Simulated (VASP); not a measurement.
VASP input:

File KPOINTS:
```
K-points
0
G
  6 6 6
0 0 0
```

### INCAR
```
SYSTEM  =  MgSnO3
PREC  =  Accurate; ENCUT  =  600; LREAL  =  F
LASPH  =  T
EDIFF  =  1E-7; NELM  =  100; ALGO  =  Normal
LMAXMIX  =  4
ISMEAR  =  0; SIGMA  =  0.05
GGA  =  PS
IBRION  =  2; NSW  =  40; ISIF  =  3
EDIFFG  =  -0.01; PSTRESS  =  100
LWAVE  =  F; LCHARG  =  F
```

File POSCAR:
```
MgSnO3
1
    3.9890136831     0.0000000000     0.0000000000
    0.0000000000     3.9890136831     0.0000000000
    0.0000000000     0.0000000000     3.9890136831
Mg Sn O
1 1 3
Direct
  0.0000000000   0.0000000000   0.0000000000
  0.5000000000   0.5000000000   0.5000000000
  0.0000000000   0.5000000000   0.5000000000
  0.5000000000   0.5000000000   0.0000000000
  0.5000000000   0.0000000000   0.5000000000
```

POTCAR, in this order: Mg Sn_d O (PBE.64 set). Program: vasp_std.

### Question
Write an equivalent input for Quantum ESPRESSO's pw.x.

### Answer
One equivalent input (not run):
```
&CONTROL
  calculation = 'vc-relax'
  pseudo_dir = './pseudo'
  outdir = './out'
  tprnfor = .true.
  tstress = .true.
  nstep = 40
  forc_conv_thr = 0.00039
/
&SYSTEM
  ibrav = 0
  nat = 5
  ntyp = 3
  ecutwfc = 84
  occupations = 'smearing'
  smearing = 'gaussian'
  degauss = 0.003675
  input_dft = 'pbesol'
/
&ELECTRONS
  conv_thr = 7.3e-09
  electron_maxstep = 100
/
&IONS
/
&CELL
  press = 100
/
ATOMIC_SPECIES
  Mg 24.305 Mg.upf
  Sn 118.710 Sn.upf
  O 15.999 O.upf
CELL_PARAMETERS angstrom
     3.9890137    0.0000000    0.0000000
     0.0000000    3.9890137    0.0000000
     0.0000000    0.0000000    3.9890137
ATOMIC_POSITIONS crystal
  Mg   0.0000000  0.0000000  0.0000000
  Sn   0.5000000  0.5000000  0.5000000
  O    0.0000000  0.5000000  0.5000000
  O    0.5000000  0.5000000  0.0000000
  O    0.5000000  0.0000000  0.5000000
K_POINTS automatic
  6 6 6 0 0 0
```
Limits of the translation: the potentials are each code's own (VASP's PAW set, PseudoDojo norm-conserving files in pw.x), so ENCUT and ecutwfc are chosen apart and not converted; conv_thr bounds pw.x's estimated SCF error, while EDIFF bounds the energy change between steps; forc_conv_thr acts on force components and is met together with etot_conv_thr.

The structure was generated: MgSnO3 was put into the cubic-perovskite type (Pm-3m), which need not be its known phase. This run relaxes it under an external pressure of 10 GPa. Symmetry was kept, so distortions that lower it aren't found.
